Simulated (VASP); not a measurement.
# How uniaxial stress along [001] changes AlNi (Pm-3m)

Wanted: the elastic response of AlNi to uniaxial stress along [001], with a fit that predicts a row left out.

Main program and level: VASP 6.6.1; PBEsol, no spin polarisation; plane waves and PAW (Ni, Al); cell typed or built by script, in the first sound run; inputs show where later runs differ.

This is a report of a sequence of runs, with most program output left out.

## 1. Starting point

The structure is cubic, space group Pm-3m (No. 221). The conventional cell has a = 2.887 Å, b = 2.887 Å, c = 2.887 Å, α = 90.00°, β = 90.00°, γ = 90.00°. Nearest to Ni lie 8 Al at 2.50 Å. Nearest to Al lie 8 Ni at 2.50 Å. Farther neighbours are not listed.

Coordinates:

```xyz
2
Lattice="2.8870 0.0000 0.0000 0.0000 2.8870 0.0000 0.0000 0.0000 2.8870" Properties=species:S:1:pos:R:3 pbc="T T T"
Ni    0.0000    0.0000    0.0000
Al    1.4435    1.4435    1.4435
```

## 2. Relax the crystal, PBEsol

The series starts from the cell that this level prefers, so that zero strain is near zero stress.

This step took 2 runs in a row; the last is shown.

Level: PBEsol, no spin polarisation; plane waves and PAW (Ni, Al); cell typed or built by script.

INCAR reads:

```
SYSTEM = AlNi
PREC = Accurate
ENCUT = 450
EDIFF = 1E-07
NELM = 120
ISMEAR = 1
SIGMA = 0.15
LREAL = .FALSE.
ALGO = Normal
GGA = PS
NBANDS = 12
LASPH = .TRUE.
LORBIT = 11
LWAVE = .FALSE.
LCHARG = .FALSE.
KPAR = 8
IBRION = 2
NSW = 40
ISIF = 3
EDIFFG = -0.005
POTIM = 0.4
```

POSCAR reads:

```
AlNi
1.0
    2.8626710627      0.0000000000      0.0000000000
    0.0000000000      2.8626710627      0.0000000000
    0.0000000000      0.0000000000      2.8626710627
Ni Al
1 1
Direct
    0.0000000000      0.0000000000      0.0000000000
    0.5000000000      0.5000000000      0.5000000000
```

KPOINTS reads:

```
Automatic mesh
0
Gamma
17 17 17
0 0 0
```

PAW data sets: Ni and Al (PBE family, release 64).

Started as:

```bash
$ mpirun -np 8 vasp_std
```

It took 3 s on 8 MPI ranks of Intel Xeon 6975P-C (Granite Rapids), shared host; peak memory 1.2 GiB; 20 s of CPU time.

This run gave:

```
energy(sigma→0) of the program : -11.5859 eV
stress, compression positive   : xx, yy, zz -0.04, -0.04, -0.04 GPa
volume                         : 23.459 Å³
ionic steps                    : 1
```

## 3. Strain across the axis, PBEsol

One member in full: the axis is strained by -2 %, and the two directions across it are strained alike until their mean stress is under 0.012 GPa or five steps are spent.

This step took 3 runs, each at a new trial strain with the atoms of the one before; the last is shown.

Level: PBEsol, no spin polarisation; plane waves and PAW (Ni, Al); cell typed or built by script.

Changes to INCAR since step 2:

```diff
@@ -15,7 +15,7 @@
 LCHARG = .FALSE.
-KPAR = 8
-IBRION = 2
-NSW = 40
-ISIF = 3
-EDIFFG = -0.005
-POTIM = 0.4
+KPAR = 2
+IBRION = 1
+NSW = 25
+ISIF = 2
+EDIFFG = -0.004
+POTIM = 0.3
```

POSCAR reads:

```
AlNi
1.0
    2.8856698760      0.0000000000      0.0000000000
    0.0000000000      2.8856698760      0.0000000000
    0.0000000000      0.0000000000      2.8054176410
Ni Al
1 1
Direct
    0.0000000000      0.0000000000      0.0000000000
    0.5000000000      0.5000000000      0.5000000000
```

KPOINTS is that of step 2.

Started as:

```bash
$ mpirun -np 2 vasp_std
```

Run time: 14 s. Hardware: 2 MPI ranks; peak memory 0.4 GiB; 27 s of CPU time.

Numbers from this step:

```
energy(sigma→0) of the program : -11.5830 eV
stress, compression positive   : xx, yy, zz 0.00, 0.00, 2.18 GPa
ionic steps                    : 1
```

## 4. All members

The other members went through these steps as far as the tables show, with the same cutoff and, step by step, the same mesh; 27 runs are not shown. The session took 0.23 core hours (wall time by ranks) on a shared machine.

| strain along the axis (%) | strain across the axis (%) | stress along the axis, tension positive (GPa) | energy above the unstrained row, extrapolated to no smearing (meV/atom) |
| --- | --- | --- | --- |
| -2.000 | 0.803 | -2.178 | 1.461 |
| -1.500 | 0.602 | -1.567 | 0.801 |
| -1.000 | 0.398 | -1.014 | 0.354 |
| -0.500 | 0.193 | -0.497 | 0.089 |
| 0 | -0.010 | 0.007 | 0.000 |
| 0.500 | -0.209 | 0.523 | 0.082 |
| 1.000 | -0.403 | 1.061 | 0.351 |
| 1.500 | -0.594 | ? | ? |
| 2.000 | -0.787 | 2.075 | 1.489 |

## 5. A fit to the known rows

A least-squares parabola through the 8 rows shown, with e the strain in %: stress = − 0.01662 e² + 1.053 e + 0.02526 (GPa), r.m.s. residual 0.021 GPa.

At e = 1.5 this predicts 1.567 GPa.

## 6. Prediction against calculation

The calculation gives 1.597 GPa, so the prediction is 0.030 GPa too low, within twice the residual of the fit.

Slopes at zero strain, from cubics through all rows: strain ratio -0.401, stress over strain 103 GPa.

## 7. Summary of results

```
error of the predicted stress  : -0.030 GPa
Poisson ratio                  : 0.401
Young's modulus along the axis : 103 GPa
```

**Reading.** As a check, the curvature of the energy gives 95 GPa for the same modulus (energy per volume = E/2 × strain²), 8 % from the slope of the stress; these energies are extrapolated to no smearing, while the stress belongs to the free energy, so part of the difference may come from that. These are static values: temperature and zero-point motion are left out. In a metal the slopes also depend on mesh and smearing, which were held through the series.

[Lines on the potential files, build, host, timing and source positions are cut from VASP's logs without a mark.]

[Logs are printed without paths, hosts, clocks, repeated set-up lines and the standing remarks that a program may print on its own settings, such as how far it seeks lower states.]

[Hosts, paths, dates, database ids (printed as entryN), source tags and the programs' standing remarks are cut or masked in the printed files.]

[In band tables of VASP the shares of atoms and orbitals are scaled to a sum of 1 inside the atoms' spheres.]
